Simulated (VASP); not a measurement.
Level of theory: PBE GGA, VASP's PBE PAW potentials (set 64) (plane waves; VASP).

VASP input:

File POSCAR:
```
CuAu
1
    2.8000000000     0.0000000000     0.0000000000
    0.0000000000     2.8000000000     0.0000000000
    0.0000000000     0.0000000000     3.6700000000
Cu Au
1 1
Direct
  0.0000000000   0.0000000000   0.0000000000
  0.5000000000   0.5000000000   0.5000000000
```

### KPOINTS
```
Automatic
0
Gamma
6 6 4
```

### INCAR
```
SYSTEM = CuAu
PREC = Accurate; ENCUT = 400; LREAL = .FALSE.
LASPH = .TRUE.
EDIFF = 1E-6; NELM = 100; ALGO = Normal
LMAXMIX = 6
ISMEAR = 1; SIGMA = 0.1
GGA = PE
ISIF = 2
LWAVE = .FALSE.; LCHARG = .FALSE.
```

POTCAR, in this order: Cu Au (PBE.64 set). Program: vasp_std.

Output

**OSZICAR**
```
       N       E                     dE             d eps       ncg     rms          rms(c)
DAV:   1     0.112924614019E+03    0.11292E+03   -0.99053E+03   964   0.174E+03
DAV:   2    -0.441964033751E+01   -0.11734E+03   -0.11177E+03   914   0.294E+02
DAV:   3    -0.792899064715E+01   -0.35094E+01   -0.34859E+01  1131   0.612E+01
DAV:   4    -0.796809404795E+01   -0.39103E-01   -0.39087E-01  1062   0.552E+00
DAV:   5    -0.796938613525E+01   -0.12921E-02   -0.12919E-02  1351   0.112E+00    0.118E+01
DAV:   6    -0.739575863941E+01    0.57363E+00   -0.73806E+00   915   0.776E+01    0.549E+00
DAV:   7    -0.708533530364E+01    0.31042E+00   -0.30483E+00  1111   0.849E+01    0.649E+00
DAV:   8    -0.699859945730E+01    0.86736E-01   -0.27702E-01  1179   0.151E+01    0.328E+00
DAV:   9    -0.699000964847E+01    0.85898E-02   -0.49965E-02  1309   0.543E+00    0.633E-01
DAV:  10    -0.698749260967E+01    0.25170E-02   -0.11621E-02  1277   0.195E+00    0.139E-01
DAV:  11    -0.698749062391E+01    0.19858E-05   -0.30019E-04  1401   0.439E-01    0.328E-02
DAV:  12    -0.698748535631E+01    0.52676E-05   -0.37264E-05  1131   0.817E-02    0.214E-02
DAV:  13    -0.698748308739E+01    0.22689E-05   -0.43980E-06  1020   0.746E-02    0.570E-03
DAV:  14    -0.698748301371E+01    0.73683E-07   -0.42177E-07   646   0.167E-02
   1 F= -.69874830E+01 E0= -.69862682E+01  d E =-.364433E-02
```

File OUTCAR:
```
------------------------ aborting loop because EDIFF is reached ----------------------------------------
  FORCE on cell =-STRESS in cart. coord.  units (eV):
  Direction    XX          YY          ZZ          XY          YZ          ZX
  --------------------------------------------------------------------------------------
  Total        1.4389729      1.4389729      0.8066597      0.0000000      0.0000000      0.0000000
  in kB       80.1274052     80.1274052     44.9178333      0.0000000      0.0000000      0.0000000
  external PRESSURE =      68.3908812 kB  Pullay stress =       0.0000000 kB
  volume of cell :       28.77
      direct lattice vectors                 reciprocal lattice vectors
     2.800000000  0.000000000  0.000000000     0.357142857  0.000000000  0.000000000
     0.000000000  2.800000000  0.000000000     0.000000000  0.357142857  0.000000000
     0.000000000  0.000000000  3.670000000     0.000000000  0.000000000  0.272479564
 POSITION                                       TOTAL-FORCE (eV/Angst)
 -----------------------------------------------------------------------------------
      0.00000      0.00000      0.00000         0.000000      0.000000      0.000000
      1.40000      1.40000      1.83500         0.000000      0.000000      0.000000
 -----------------------------------------------------------------------------------
    total drift:                                0.000000     -0.000000     -0.000000
  FREE ENERGIE OF THE ION-ELECTRON SYSTEM (eV)
  ---------------------------------------------------
  free  energy   TOTEN  =        -6.9874830137 eV

  energy  without entropy=       -6.9838386797  energy(sigma->0) =       -6.98626824
```
(Selected blocks of OUTCAR.)

The compound is CuAu in the L1_0 structure. The cell was not relaxed at this level. The k-mesh is coarse (spacing up to 0.43 per Å, 2π included), so the numbers may not be converged in it. The run is one of a series of settings (KPOINTS 6×6×4 Γ-centred mesh against the base run), some of them coarse on purpose.
